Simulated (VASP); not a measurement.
Runs of VASP 6.6.1 on CClH3. The cell holds a molecule in a box, 5 atoms: a = 12.767 Å, b = 13.267 Å, c = 13.767 Å, α = 90.00°, β = 90.00°, γ = 90.00°. 

```tsv
task	level	gap on the mesh (eV)	largest force (eV/Å)
single point	RPBE	6.17	(a)
single point	RPBE+D3(BJ)	6.17	0.06
single point	PBE	6.23	0.06
single point	r2SCAN+rVV10	7.03	0.23
```

Alike in all rows: potentials or basis VASP PAW PBE potentials, release 64 (C, Cl, H); no spin polarisation; cell as given; k mesh 1 × 1 × 1; cutoff (eV) 400; smearing gaussian 0.01 eV.

Question: Fill in the values left out.

Answer: (a) 0.19.

Caveats: the PAW data sets were made with another functional, which shifts forces and pressure a little (some runs).

